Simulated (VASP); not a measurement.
Energy against volume of TiN (rock salt). Calculation: PBE GGA with D3 dispersion (zero damping), VASP's PBE PAW potentials (set 64) (plane waves; VASP). Numerical set-up: 520 eV cut-off, 15×15×15 Γ-centred mesh, first-order Methfessel-Paxton smearing of 0.10 eV, potentials Ti_sv N.

```csv
V (Å³/atom),E (eV/atom)
9.080,-10.15350
9.361,-10.16184
9.642,-10.15463
9.923,-10.13414
```

### Question
Fit these four points and predict the energy of the run at 8.799 Å³/atom.

### Answer
A cubic in V^(−2/3), the third-order Birch-Murnaghan form, passes through the four points with V0 = 9.36 Å³/atom and B0 = 294 GPa, and gives -10.1270 eV/atom there. The run gave -10.1270 eV/atom, -0.0 meV/atom from the fit; all five points give B0 = 294 GPa.

The compound is TiN in the rock salt structure. It was relaxed first.
